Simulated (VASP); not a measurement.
Output of a VASP run:

**OUTCAR**
```
 ion  position               nearest neighbor table
   1  0.000  0.500  0.331-   2 4.31   2 4.31   2 4.31   2 4.31
   2  0.500  0.000  0.443-   1 4.31   1 4.31   1 4.31   1 4.31   3 4.33   3 4.33   3 4.33   3 4.33
  LATTYP: Found a simple tetragonal cell.
 ALAT       =     4.3091749575
 C/A-ratio  =     6.3174411851
 Subroutine PRICEL returns:
 Original cell was already a primitive cell.
 Subroutine GETGRP returns: Found 16 space group operations
The static configuration has the point symmetry D_2d.
 The point group associated with its full space group is D_4h.
The dynamic configuration has the point symmetry D_2d.
 Subroutine INISYM returns: Found 16 space group operations
 Subroutine IBZKPT returns following result:
 Found     10 irreducible k-points:

 Following reciprocal coordinates:
            Coordinates               Weight
  0.000000  0.000000  0.000000      1.000000
  0.142857  0.000000  0.000000      4.000000
  0.285714  0.000000  0.000000      4.000000
  0.428571  0.000000  0.000000      4.000000
  0.142857  0.142857  0.000000      4.000000
  0.285714  0.142857  0.000000      8.000000
  0.428571  0.142857  0.000000      8.000000
  0.285714  0.285714  0.000000      4.000000
  0.428571  0.285714  0.000000      8.000000
  0.428571  0.428571  0.000000      4.000000
   k-points           NKPTS =     10   k-points in BZ     NKDIM =     10   number of bands    NBANDS=     24
   number of dos      NEDOS =    301   number of ions     NIONS =      4
   total plane-waves  NPLWV =  80640
   dimension x,y,z NGX =    24 NGY =   24 NGZ =  140
   dimension x,y,z NGXF=    48 NGYF=   48 NGZF=  280
   ions per type =               4
   PREC   = normal    normal or accurate (medium, high low for compatibility)
   ISTART =      1    job   : 0-new  1-cont  2-samecut
   ICHARG =      0    charge: 1-file 2-atom 10-const
   ISPIN  =      1    spin polarized calculation?
   LNONCOLLINEAR =      F non collinear calculations
   LSORBIT =      F    spin-orbit coupling
   INIWAV =      1    electr: 0-lowe 1-rand  2-diag
   ENCUT  =  400.0 eV  29.40 Ry    5.42 a.u.   7.03  7.03 44.39*2*pi/ulx,y,z
   NELM   =    100;   NELMIN=  4; NELMDL=  0     # of ELM steps
   EDIFF  = 0.1E-05   stopping-criterion for ELM
   LREAL  =      F    real-space projection
   NLSPLINE    = F    spline interpolate recip. space projectors
   LMAXMIX     =    4 max onsite mixed and CHGCAR
   VOSKOWN=      0    Vosko Wilk Nusair interpolation
   EDIFFG = 0.1E-04   stopping-criterion for IOM
   NSW    =      0    number of steps for IOM
   NBLOCK =      1;   KBLOCK =      1    inner block; outer block
   IBRION =     -1    ionic relax: 0-MD 1-quasi-New 2-CG
   NFREE  =      0    steps in history (QN), initial steepest desc. (CG)
   ISIF   =      2    stress and relaxation
   ISYM   =      2    0-nonsym 1-usesym 2-fastsym
   TEIN   =    0.0    initial temperature
   TEBEG  =    0.0;   TEEND  =   0.0 temperature during run
   SMASS  =  -3.00    Nose mass-parameter (am)
   PSTRESS=    0.0 pullay stress
   NELECT =      40.0000    total number of electrons
   EFERMI =   0.00;   METHOD = LEGACY
   ISMEAR =     1;   SIGMA  =   0.10  broadening in eV -4-tet -1-fermi 0-gaus
   IALGO  =     38    algorithm
   LDIAG  =      T    sub-space diagonalisation (order eigenvalues)
   IMIX   =      4    mixing-type and parameters
     AMIX     =   0.40;   BMIX     =  1.00
     AMIX_MAG =   1.60;   BMIX_MAG =  1.00
     AMIN     =   0.10
   METAGGA = R2SCAN    functional components
   VOSKOWN =     0    Vosko Wilk Nusair interpolation
   LHFCALC =     F    Hartree Fock is set to
   LHFONE  =     F    Hartree Fock one center treatment
   AEXX    =    0.0000 exact exchange contribution
   IVDW    =     0    specifies the selected vdW correction
   LEPSILON=     F    determine dielectric tensor
   LRPA    =     F    only Hartree local field effects (RPA)
  energy-cutoff  :      400.00
  volume of cell :      505.50
      direct lattice vectors                 reciprocal lattice vectors
     4.309174957  0.000000000  0.000000000     0.232062984  0.000000000  0.000000000
...
```

OSZICAR:
```
       N       E                     dE             d eps       ncg     rms          rms(c)
DAV:   1    -0.595282427706E+02   -0.59528E+02   -0.20558E-05   352   0.194E-02    0.823E-03
DAV:   2    -0.595282461236E+02   -0.33530E-05   -0.23948E-05   408   0.104E-02    0.579E-03
DAV:   3    -0.595282410426E+02    0.50810E-05   -0.18837E-06   416   0.596E-03    0.236E-03
DAV:   4    -0.595282434842E+02   -0.24416E-05   -0.15026E-07   328   0.279E-03    0.145E-03
DAV:   5    -0.595282399162E+02    0.35680E-05   -0.25222E-07   312   0.358E-03    0.204E-04
DAV:   6    -0.595282448547E+02   -0.49385E-05   -0.42332E-07   312   0.568E-03    0.207E-04
DAV:   7    -0.595282420967E+02    0.27580E-05   -0.13658E-07   312   0.284E-03    0.194E-04
DAV:   8    -0.595282443588E+02   -0.22621E-05   -0.14161E-07   312   0.278E-03    0.116E-04
DAV:   9    -0.595282404031E+02    0.39557E-05   -0.26739E-07   312   0.432E-03    0.793E-05
DAV:  10    -0.595282394381E+02    0.96499E-06   -0.70527E-08   280   0.265E-03
   1 F= -.59528239E+02 E0= -.59525725E+02  d E =-.754451E-02
```

OUTCAR:
```
------------------------ aborting loop because EDIFF is reached ----------------------------------------
  FORCE on cell =-STRESS in cart. coord.  units (eV):
  Direction    XX          YY          ZZ          XY          YZ          ZX
  --------------------------------------------------------------------------------------
  Total       -0.6475124     -0.6475124     -0.1594873      0.0000000      0.0000000      0.0000000
  in kB       -2.0522728     -2.0522728     -0.5054906      0.0000000      0.0000000      0.0000000
  external PRESSURE =      -1.5366787 kB  Pullay stress =       0.0000000 kB
  volume of cell :      505.50
      direct lattice vectors                 reciprocal lattice vectors
     4.309174957  0.000000000  0.000000000     0.232062984  0.000000000  0.000000000
     0.000000000  4.309174957  0.000000000     0.000000000  0.232062984  0.000000000
     0.000000000  0.000000000 27.222959350     0.000000000  0.000000000  0.036733699
 POSITION                                       TOTAL-FORCE (eV/Angst)
 -----------------------------------------------------------------------------------
      0.00000      2.15459      9.02012        -0.000000     -0.000000      0.019806
      2.15459      0.00000     12.07123        -0.000000     -0.000000     -0.024323
      0.00000      2.15459     15.15173         0.000000     -0.000000      0.024323
      2.15459      0.00000     18.20284         0.000000      0.000000     -0.019806
 -----------------------------------------------------------------------------------
    total drift:                                0.000000      0.000000     -0.000000
  FREE ENERGIE OF THE ION-ELECTRON SYSTEM (eV)
  ---------------------------------------------------
  free  energy   TOTEN  =       -59.5282394381 eV

  energy  without entropy=      -59.5206949259  energy(sigma->0) =      -59.52572460

 total charge

# of ion       s       p       d       tot
------------------------------------------
    1        2.059   5.797   0.089   7.945
    2        2.052   5.809   0.113   7.974
    3        2.052   5.809   0.113   7.974
    4        2.059   5.797   0.089   7.945
--------------------------------------------------
tot          8.221  23.212   0.404  31.837
```
(Selected blocks of OUTCAR.)

POSCAR:
```
Sr(100) slab
1
    4.3091749575     0.0000000000     0.0000000000
    0.0000000000     4.3091749575     0.0000000000
    0.0000000000     0.0000000000    27.2229593504
Sr
4
Direct
  0.0000000000   0.5000000000   0.3313422322
  0.5000000000   1.0000000000   0.4434208373
  0.0000000000   0.5000000000   0.5565791627
  0.5000000000   1.0000000000   0.6686577678
```

Question: Write an INCAR and KPOINTS that could have produced this output.

Answer: Several could match; the one computed here: the input of the run itself, r2SCAN meta-GGA, plane waves, VASP's PBE PAW potentials (set 64).

**INCAR**
```
SYSTEM = Sr(100) slab
PREC = Normal; ENCUT = 400; LREAL = .FALSE.
LASPH = .TRUE.
EDIFF = 1E-6; NELM = 100; NELMIN = 4
ALGO = Normal; LMAXMIX = 4; LMIXTAU = .TRUE.
ISMEAR = 1; SIGMA = 0.1
METAGGA = R2SCAN
LWAVE = .FALSE.; LCHARG = .FALSE.; LORBIT = 11
LVHAR = .TRUE.
DIPOL = 0.5 0.5 0.5
LDIPOL = .TRUE.; IDIPOL = 3
```

File KPOINTS:
```
kpoints
0
gamma
7 7 1
0 0 0
```

POTCAR, in this order: Sr_sv (PBE.64 set). Program: vasp_std. Read from the step before: WAVECAR.

The cell is a thin slab with vacuum, built from Sr (fcc): (100) face.
